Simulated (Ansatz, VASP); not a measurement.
# Cross-check of GaBiAs2 between VASP and Ansatz

Aim: how closely do two programs agree when they are given the same cell, functional and k mesh? The cell is invented: As first built, before any earlier steps moved the atoms (in the runner's words): it takes the GaAs structure with some of its atoms replaced by other elements, volume scaled by an estimate. It may not be a known or stable phase. The cell is taken from a series of VASP runs on this material, whose earlier steps may have relaxed, scaled or displaced it; both programs get it as it stands.

Main program and level: Ansatz 0.2.0; plane waves, with VASP 6.6.1 beside it; single point at PBEsol.

**1. The structure**

It takes space group R3m (No. 160, trigonal). The conventional cell has a = 4.032 Å, b = 4.032 Å, c = 24.328 Å, α = 90.00°, β = 90.00°, γ = 120.00°. Nearest to Bi lie 4 As at 2.77 to 3.33 Å. As has 3 Ga at 2.44 Å and 1 Bi at 3.33 Å nearest. Nearest to As lie 1 Ga at 2.55 Å and 3 Bi at 2.77 Å. Ga has 4 As at 2.44 to 2.55 Å nearest. As first built, before any earlier steps moved the atoms (in the runner's words): sites of the GaAs structure (space group 216) filled with other elements, volume scaled by an estimate. Farther neighbours are not listed.

As a file:

```cif
data_structure
_symmetry_space_group_name_H-M 'P 1'
_symmetry_Int_Tables_number 1
_cell_length_a 8.4370
_cell_length_b 8.4370
_cell_length_c 8.4370
_cell_angle_alpha 27.651
_cell_angle_beta 27.651
_cell_angle_gamma 27.651
_cell_volume 114.19
loop_
_atom_site_label
_atom_site_type_symbol
_atom_site_fract_x
_atom_site_fract_y
_atom_site_fract_z
_atom_site_occupancy
Bi1 Bi 0.50199 0.50199 0.50199 1
As2 As 0.63888 0.63888 0.63888 1
As3 As 0.10691 0.10691 0.10691 1
Ga4 Ga 0.00222 0.00222 0.00222 1
```

**2. Ansatz: single point, PBEsol**

Ansatz runs on its default PAW (the set named soft_2) files.

With cell and atoms fixed, the geometry can't cause a difference; cores, projectors, grids and the points listed under the comparison can.

input.yaml reads:

```yaml
crystal:
  lattice:
    - [2.0161644464, 1.1640336925, 8.1093992282]
    - [-2.0161644464, 1.1640336925, 8.1093992282]
    - [0.0, -2.3280662423, 8.1093991959]
  atoms:
    - { symbol: Bi, position: [0.5019893683, 0.5019893683, 0.5019893683] }
    - { symbol: As, position: [0.6388801681, 0.6388801681, 0.638880168] }
    - { symbol: As, position: [0.1069079208, 0.1069079208, 0.1069079209] }
    - { symbol: Ga, position: [0.0022225428, 0.0022225428, 0.0022225427] }
hamiltonian:
  xc: pbesol
  pseudopotentials: { kind: paw }
kpoints:
  mp_grid: { grid: [10, 10, 10] }
scf:
  occupations: { method: tetrahedron }
output:
  forces: true
  stress: true
```

Launch:

```sh
$ ansatz run input.yaml --threads 2 --pin off --max-ram 4608MiB --backend cpu --events-out ev --progress --plain --runs-dir out
```

Numbers of over 12 decimals in the logs are rounded to 6 here.

The log of the run:

```text
Warning: output.forces, output.stress, relax.cell or npt_langevin: where a Kohn–Sham band that disperses or a degenerate level is filled in part under the method tetrahedron, the forces or the stress that this run publishes need not agree with its energy (scf.occupations.method in the input reference, under Limitations); prefer a smearing scheme for the forces or the stress
basis.fft_grid_basis auto: the FFT boxes are laid along the combinations [[1, 0, -1], [0, 1, -1], [0, 0, 1]] of the cell's own vectors, 4.032, 4.032 and 8.437 Å long. The dense box has 27×27×60 points. Along the cell's own vectors, as sized, it would have 60×60×60, 4.94 times as many. Of the 6 symmetry operations that the crystal satisfies within crystal.symmetry.tolerance (time reversal apart; of a slab, those that  [...]
Engine: ansatz 0.2.0, aarch64-unknown-linux-gnu
Pseudopotentials: kind: paw
Pseudopotential: Bi, paw, valence charge 15, recommended cutoff 420 eV (normal), Bi.paw.azcp
Pseudopotential: As, paw, valence charge 15, recommended cutoff 420 eV (normal), As.paw.azcp
Pseudopotential: Ga, paw, valence charge 13, recommended cutoff 420 eV (normal), Ga.paw.azcp
Functional definition: PBEsol
  exchange = pbesol_x
  correlation = pbesol_c
Crystal: 4 atoms, lattice volume = 114.191 Å³
Basis set: ecut = 420 eV, 2241 PW (Γ), FFT grids on a1−a3, a2−a3, a3, exchange–correlation on 54×54×120 points (8 copies of the dense FFT grid, shifted against one another)
Bands: 35, of which v1, the nominal top of the filled ones, is band 29 counted from 1 (28 counted from 0)
Symmetry: 6 space group operations
Space group: R3m (ITA 160), of the structure as read, at distance tolerance 4.9e-5 Å
k-points: 116 of 1000 (time reversal used)
Non-local potential: Bi, projectors of the file, l = 0: 2, l = 1: 2, l = 2: 2, l = 3: 2
Non-local potential: As, projectors of the file, l = 0: 2, l = 1: 2, l = 2: 3, l = 3: 1
Non-local potential: Ga, projectors of the file, l = 0: 2, l = 1: 2, l = 2: 3, l = 3: 1
PAW form: soft (Blöchl's): semilocal exchange-correlation on the pseudo side does not see the compensation charge
PAW frozen core: Bi, regenerated for the run's functional, and the local potential with it (the file was generated under x = pbe(κ = 0.804, μ = 0.219515), c = pbe(β = 0.066725))
PAW frozen core: As, regenerated for the run's functional, and the local potential with it (the file was generated under x = pbe(κ = 0.804, μ = 0.219515), c = pbe(β = 0.066725))
PAW frozen core: Ga, regenerated for the run's functional, and the local potential with it (the file was generated under x = pbe(κ = 0.804, μ = 0.219515), c = pbe(β = 0.066725))
PAW one-centre angular grid: Bi, 590 points (default); XC on 64 Gauss nodes
PAW one-centre angular grid: As, 590 points (default); XC on 64 Gauss nodes
PAW one-centre angular grid: Ga, 590 points (default); XC on 64 Gauss nodes
Initial density: superposition of atomic densities (neutral atoms: chi_scale 0, normalization atom), corrected by the library's trained network
Initial wavefunctions: pseudopotential atomic-orbital guess
Functional: x = pbesol(κ = 0.804, μ = 0.123457), c = pbesol(β = 0.046)
SCF iter   1: F=—  HF=-25611.106074 eV  |F-HF|=—  |Δ(HF+E_count)|=         —  Δρ=3.32e-3  dr2=2.22e-2  ethr=1.77e-3  ⟨swp⟩=6.6  Hψ=16631  notcnv=0
preconditioner: auto → Kerker (q_TF=auto, 2.437 Å⁻¹)  [metal: no gap  n_scr=30 (ndim 8)  ℏωp=18.4 eV  f_vac=0.092]
SCF iter   2: F=—  HF=-25611.100120 eV  |F-HF|=—  |Δ(HF+E_count)|=   5.95e-3  Δρ=1.90e-3  dr2=1.03e-2  ethr=3.83e-5  ⟨swp⟩=2.4  Hψ=6820  notcnv=0  defer=187
SCF iter   3: F=—  HF=-25611.098466 eV  |F-HF|=—  |Δ(HF+E_count)|=   1.65e-3  Δρ=6.64e-4  dr2=2.84e-3  ethr=1.78e-5  ⟨swp⟩=2.0  Hψ=4973  notcnv=0  defer=187
SCF iter   4: F=—  HF=-25611.098181 eV  |F-HF|=—  |Δ(HF+E_count)|=   2.85e-4  Δρ=3.88e-4  dr2=1.07e-3  ethr=4.90e-6  ⟨swp⟩=2.0  Hψ=7747  notcnv=0  defer=187
SCF iter   5: F=—  HF=-25611.098108 eV  |F-HF|=—  |Δ(HF+E_count)|=   7.27e-5  Δρ=2.33e-4  dr2=1.57e-4  ethr=1.84e-6  ⟨swp⟩=2.1  Hψ=7763  notcnv=0  defer=187
SCF iter   6: F=—  HF=-25611.098069 eV  |F-HF|=—  |Δ(HF+E_count)|=   3.91e-5  Δρ=1.14e-4  dr2=3.26e-5  ethr=2.72e-7  ⟨swp⟩=2.3  Hψ=7217  notcnv=0  defer=187
SCF iter   7: F=—  HF=-25611.098059 eV  |F-HF|=—  |Δ(HF+E_count)|=   1.00e-5  Δρ=5.78e-5  dr2=5.61e-6  ethr=5.62e-8  ⟨swp⟩=2.8  Hψ=7982  notcnv=0  defer=187
SCF iter   8: F=—  HF=-25611.098059 eV  |F-HF|=—  |Δ(HF+E_count)|=   4.18e-7  Δρ=2.38e-5  dr2=1.43e-6  ethr=9.67e-9  ⟨swp⟩=2.4  Hψ=7802  notcnv=0  defer=187
SCF iter   9: F=—  HF=-25611.098061 eV  |F-HF|=—  |Δ(HF+E_count)|=   1.29e-6  Δρ=1.47e-5  dr2=2.65e-7  ethr=2.47e-9  ⟨swp⟩=2.6  Hψ=7305  notcnv=0  defer=187
SCF iter  10: F=-25611.098060 eV  HF=-25611.098060 eV  |F-HF|=7.14e-9  |Δ(HF+E_count)|=   1.01e-6  Δρ=6.42e-6  dr2=8.78e-8  ethr=1.72e-10  ⟨swp⟩=6.8  Hψ=17012  notcnv=0
SCF 1 converged in 10 iterations: F = -25611.098060 eV  dr2 = 8.78e-8
  greatest PAW one-centre occupation: 0.999 electrons in one spin orbital (limit 2), on the As atom at site 2 (counted from 0), in its partial waves of l = 2
SCF converged after 10 iterations
Stability not checked: this state was not tested for a lower state beside it, because cold or Methfessel-Paxton smearing, or corrected tetrahedra, fill the levels in a way that the test cannot read (fill_not_monotonic; see scf.lower_state_search)
Free energy (F): -25611.098060 eV
Harris-Foulkes:  -25611.098060 eV  (|F-HF|=7.14e-9)
Internal energy: -25611.098060 eV  (E = F + TS)
E sigma→0 (E₀):  -25611.098060 eV
Entropy (-TS):   0.000000 eV (0.000 meV/atom)
Fermi energy:    7.776179 eV
--- Per-component energies (eV) ---
  E_band       = -739.144673
  E_kinetic    = 623.738634
  E_local      = -8037.142121  (includes V_loc(G=0)·N_el)
  E_nonlocal   = -349.131829
  E_hartree    = 3808.932576
  E_xc         = -375.452285
  E_vxc        = -359.656653  (∫ρ·V_xc dr)
  E_paw        = -16043.988231  (= ΣΔE_a)
  E_vpaw       = -234.807874  (= ΣTr[D̂ρ^β])
  E_aug_tail   = -0.000581  (compensation charges beyond the density's cutoff)
  E_ewald      = -5240.939809
  E_core_change = 2.885587  (= ΣΔE_core)
  E_smearing   = 0.000000  (= −TS)
  E_closure    = 0.000000  (closes the sum)
  Σ components = -25611.098060   (vs F -25611.098060, Δ=0.00e0)
--- Forces (eV/Å), atoms counted from 1 ---
  atom   1  Bi     0.00000000    -0.00000000    -0.04493090
  atom   2  As     0.00000000     0.00000000     0.02360334
  atom   3  As     0.00000000     0.00000000     0.02801486
  atom   4  Ga     0.00000000    -0.00000000    -0.00670955
  max |Σ_I F_I| component: 2.22e-5 eV/Å
--- Stress (GPa, compression-positive) ---
       -0.103777       0.000000      -0.000000
        0.000000      -0.103777       0.000000
       -0.000000       0.000000       0.240196
  P = ⅓ Tr σ = 0.0109 GPa (0.109 kbar)
--- Band table (eV; the first three rows and the last of 116) ---
  k-point 0: bands = [... 25 lower, 6.5066, 6.5066, 7.3523, 7.3523, 8.4500, 9.1799, 9.8507, 9.8507, ... 2 higher]
  k-point 1: bands = [... 25 lower, 6.2406, 6.3211, 6.7646, 7.1263, 8.9049, 9.5771, 10.0106, 10.0660, ... 2 higher]
  k-point 2: bands = [... 25 lower, 5.7129, 5.9140, 6.6586, 6.7172, 8.4645, 9.9407, 10.4485, 10.6874, ... 2 higher]
  k-point 115: bands = [... 25 lower, 6.5945, 7.1898, 7.1898, 7.5294, 8.6035, 8.8183, 10.0179, 10.0179, ... 2 higher]
```

Wall time 43 s (2 threads of Arm Neoverse N1, shared host); peak memory 0.6 GiB; 85 s of CPU time.

Reading the cycles: dr2 is the Hartree energy of the density residual (eV), the measure of convergence; HF is the Harris–Foulkes estimate of the energy, which meets the free energy F at convergence.

The run ends at a pressure of 0.01 GPa, with forces up to 0.045 eV/Å.

**3. VASP: single point, PBEsol**

The same cell, functional, mesh and smearing now go to VASP, with its own data sets and cutoff.

Lines of VASP's logs that name or quote its potential files are left out, and so is its time.

INCAR reads:

```
SYSTEM = GaBiAs2
PREC = Accurate
ENCUT = 400
EDIFF = 1E-06
NELM = 100
ISMEAR = -5
SIGMA = 0.05
LREAL = .FALSE.
ALGO = Normal
GGA = PS
NBANDS = 33
LORBIT = 11
LWAVE = .FALSE.
LCHARG = .FALSE.
KPAR = 2
NEDOS = 2001
```

POSCAR reads:

```
GaBiAs2
1.0
    2.0161644464      1.1640336925      8.1093992282
   -2.0161644464      1.1640336925      8.1093992282
    0.0000000000     -2.3280662423      8.1093991959
Bi As Ga
1 2 1
Direct
    0.5019893683      0.5019893683      0.5019893683
    0.6388801681      0.6388801681      0.6388801680
    0.1069079208      0.1069079208      0.1069079209
    0.0022225428      0.0022225428      0.0022225427
```

KPOINTS reads:

```
Automatic mesh
0
Gamma
10 10 10
0 0 0
```

Potentials, in the order of the species: Bi_d, As and Ga_d (PBE family, release 64).

Launch:

```sh
$ mpirun -np 2 vasp_std
```

The log of the run:

```text
[banner, memory and clock lines left out]
running    2 mpi-ranks, on    1 nodes
 distrk:  each k-point on    1 cores,    2 groups
 distr:  one band on    1 cores,    1 groups

 POSCAR found type information on POSCAR BiAsGa
 POSCAR found :  3 types and       4 ions
|                                                                             |
|               ----> ADVICE to this user running VASP <----                  |
|                                                                             |
|     You enforced a specific xc type in the INCAR file but a different       |
|     [... a line on the potential file left out ...]
|     I HOPE YOU KNOW WHAT YOU ARE DOING!                                     |
|                                                                             |

 LDA part: xc-table for (Slater+PW92), standard interpolation
 POSCAR, INCAR and KPOINTS ok, starting setup
 FFT: planning ... GRIDC
 FFT: planning ... GRID_SOFT
 FFT: planning ... GRID
 WAVECAR not read
 entering main loop
       N       E                     dE             d eps       ncg     rms          rms(c)
DAV:   1     0.297416636524E+03    0.29742E+03   -0.15499E+04  8248   0.116E+03
DAV:   2     0.178341944222E+02   -0.27958E+03   -0.26709E+03  7913   0.346E+02
DAV:   3    -0.170639952993E+02   -0.34898E+02   -0.34443E+02  9612   0.112E+02
DAV:   4    -0.183403301181E+02   -0.12763E+01   -0.12748E+01  8974   0.239E+01
DAV:   5    -0.183830546020E+02   -0.42724E-01   -0.42740E-01 10936   0.408E+00    0.397E+00
DAV:   6    -0.177681173401E+02    0.61494E+00   -0.15566E+00 10386   0.648E+00    0.216E+00
DAV:   7    -0.177233922906E+02    0.44725E-01   -0.32809E-01  9496   0.215E+00    0.102E+00
DAV:   8    -0.177157667158E+02    0.76256E-02   -0.40557E-02  9266   0.117E+00    0.358E-01
DAV:   9    -0.177153675043E+02    0.39921E-03   -0.55224E-03 10791   0.457E-01    0.937E-02
DAV:  10    -0.177154388535E+02   -0.71349E-04   -0.60551E-04  8817   0.138E-01    0.464E-02
DAV:  11    -0.177155067219E+02   -0.67868E-04   -0.12566E-04  9406   0.633E-02    0.157E-02
DAV:  12    -0.177155123734E+02   -0.56515E-05   -0.13239E-05  9927   0.250E-02    0.878E-03
DAV:  13    -0.177155078787E+02    0.44947E-05   -0.38918E-06  7604   0.116E-02    0.206E-03
DAV:  14    -0.177155089801E+02   -0.11014E-05   -0.52307E-07  6279   0.552E-03    0.602E-04
DAV:  15    -0.177155092657E+02   -0.28558E-06   -0.11951E-07  4479   0.217E-03
   1 F= -.17715509E+02 E0= -.17715509E+02  d E =0.000000E+00
|                                                                             |
|           W    W    AA    RRRRR   N    N  II  N    N   GGGG   !!!           |
|           W    W   A  A   R    R  NN   N  II  NN   N  G    G  !!!           |
|           W    W  A    A  R    R  N N  N  II  N N  N  G       !!!           |
|           W WW W  AAAAAA  RRRRR   N  N N  II  N  N N  G  GGG   !            |
|           WW  WW  A    A  R   R   N   NN  II  N   NN  G    G                |
|           W    W  A    A  R    R  N    N  II  N    N   GGGG   !!!           |
|                                                                             |
|     Tetrahedron method does not include variations of the Fermi             |
|     occupations, so forces and stress will be inaccurate. We suggest        |
|     using a different smearing scheme ISMEAR = 1 or 2 for metals in         |
|     relaxations.                                                            |
|                                                                             |
```

OUTCAR, selected parts (step 3):

```text
ion  position               nearest neighbor table
   1  0.502  0.502  0.502-   3 2.77   3 2.77   3 2.77   2 3.33
   2  0.639  0.639  0.639-   4 2.44   4 2.44   4 2.44   1 3.33
   3  0.107  0.107  0.107-   4 2.55   1 2.77   1 2.77   1 2.77
   4  0.002  0.002  0.002-   2 2.44   2 2.44   2 2.44   3 2.55

  LATTYP: Found a trigonal (rhomboedric) cell.
 ALAT       =     8.4369573517
 COS(alpha) =     0.8857883717

 Subroutine GETGRP returns: Found  6 space group operations
 (whereof  6 operations were pure point group operations)

The static configuration has the point symmetry C_3v.

 Found    116 irreducible k-points:

   k-points           NKPTS =    116   k-points in BZ     NKDIM =    116   number of bands    NBANDS=     33

   dimension x,y,z NGX =    56 NGY =   56 NGZ =   56
   dimension x,y,z NGXF=   112 NGYF=  112 NGZF=  112

   ENCUT  =  400.0 eV  29.40 Ry    5.42 a.u.  13.76 13.76 13.76*2*pi/ulx,y,z

   NELECT =      38.0000    total number of electrons

 k-points in reciprocal lattice and weights: Automatic mesh
   0.00000000  0.00000000  0.00000000       0.001
   0.10000000 -0.00000000 -0.00000000       0.006
   0.20000000 -0.00000000 -0.00000000       0.006
   0.30000000  0.00000000 -0.00000000       0.006
   0.40000000 -0.00000000  0.00000000       0.006
   0.50000000 -0.00000000 -0.00000000       0.003
   0.10000000  0.10000000  0.00000000       0.006
   0.20000000  0.10000000 -0.00000000       0.012
   0.30000000  0.10000000 -0.00000000       0.012
[...]
-0.40000000  0.50000000  0.40000000       0.006
   0.50000000  0.50000000  0.50000000       0.001

 average (electrostatic) potential at core
       1-106.9718       2 -49.8504       3 -50.6906       4 -66.0706

 E-fermi :   4.0561

 k-point     1 :       0.0000    0.0000    0.0000
  band No.  band energies     occupation
    ...
     15       2.2461      2.00000
     16       2.7841      2.00000
     17       2.7841      2.00000
     18       3.6311      2.00000
     19       3.6311      2.00000
     20       4.7265      0.00000
     21       5.4509      0.00000
     22       6.1260      0.00000
     23       6.1260      0.00000
     24       8.3941      0.00000
    ...

 k-point     2 :       0.1000   -0.0000   -0.0000
  band No.  band energies     occupation
    ...
     15       1.7639      2.00000
     16       2.5231      2.00000
     17       2.5981      2.00000
     18       3.0413      2.00000
     19       3.4044      2.00000
     20       5.1786      0.00000
     21       5.8541      0.00000
     22       6.2853      0.00000
     23       6.3424      0.00000
     24       8.1886      0.00000
    ...

 k-point     3 :       0.2000   -0.0000   -0.0000
  band No.  band energies     occupation
    ...
     15       0.6590      2.00000
     16       1.9941      2.00000
     17       2.1902      2.00000
     18       2.9358      2.00000
     19       2.9973      2.00000
     20       4.7381      0.00000
     21       6.2171      0.00000
     22       6.7267      0.00000
     23       6.9627      0.00000
     24       8.5391      0.00000
    ...

  Total       -0.0680054     -0.0680055      0.1417526      0.0000000      0.0000000      0.0000000
  in kB       -0.9541639     -0.9541643      1.9888881      0.0000000      0.0000001      0.0000000
  external PRESSURE =       0.0268533 kB  Pullay stress =       0.0000000 kB

  energy-cutoff  :      400.00
  volume of cell :      114.19
      direct lattice vectors                 reciprocal lattice vectors
     2.016164446  1.164033693  8.109399228     0.247995644  0.143180324  0.041104559
    -2.016164446  1.164033693  8.109399228    -0.247995644  0.143180324  0.041104559
     0.000000000 -2.328066242  8.109399196     0.000000000 -0.286360648  0.041104579

 POSITION                                       TOTAL-FORCE (eV/Angst)
 -----------------------------------------------------------------------------------
      0.00000      0.00000     12.21250         0.000000     -0.000000     -0.015558
      0.00000      0.00000     15.54280         0.000000      0.000000      0.011833
      0.00000      0.00000      2.60088         0.000000      0.000000      0.005557
      0.00000      0.00000      0.05407         0.000000     -0.000000     -0.001832
 -----------------------------------------------------------------------------------
    total drift:                                0.000000     -0.000020      0.001375

  FREE ENERGIE OF THE ION-ELECTRON SYSTEM (eV)
  ---------------------------------------------------
  free  energy   TOTEN  =       -17.7155092657 eV

  energy  without entropy=      -17.7155092657  energy(sigma->0) =      -17.71550927

 total charge
# of ion       s       p       d       tot
------------------------------------------
    1        1.557   1.298   9.929  12.784
    2        1.238   1.525   0.025   2.787
    3        1.271   1.437   0.031   2.738
    4        0.899   0.757   9.993  11.648
--------------------------------------------------
tot          4.964   5.016  19.977  29.957

[... 3 further parts left out ...]
```

With tetrahedra the forces and stress of a metal are not exact derivatives of the energy.

**4. Differences**

Known differences besides the potentials themselves: the data sets hold 58 valence electrons in Ansatz (default PAW (the set named soft_2) files) and 38 in VASP; the cutoff is 420 eV in Ansatz and 400 eV in VASP; Ansatz makes its cores anew for this functional, VASP keeps those of its PBE data sets; VASP leaves aspherical gradient terms in its spheres out (LASPH is not set), Ansatz keeps them. Total energies have different zeros and are not compared.

Compared:

| quantity | Ansatz | VASP | difference |
| --- | --- | --- | --- |
| pressure (GPa) | 0.01 | 0.00 | +0.01 |

At this near-relaxed geometry the largest component of a force difference is 29 meV/Å. Ansatz's pressure holds a Pulay correction of 0.03 GPa; VASP's holds none.

**5. Outcome**

```
difference in pressure (single point, PBEsol)  : 0.0082 GPa
r.m.s. force difference (single point, PBEsol) : 11 meV/Å
```

In words: The r.m.s. force difference is 11 meV/Å (single point, PBEsol), within the 12 meV/Å picked in this series as the mark of a large difference. Such differences can come from data sets, numerical settings and the points named under the comparisons, not from the functional's error against experiment.

[Lines on the potential files, build, host, timing and source positions are cut from VASP's logs without a mark.]

[Logs are printed without paths, hosts, clocks, repeated set-up lines and the standing remarks that a program may print on its own settings, such as how far it seeks lower states.]

[Hosts, paths, dates, database ids (printed as entryN), source tags and the programs' standing remarks are cut or masked in the printed files.]
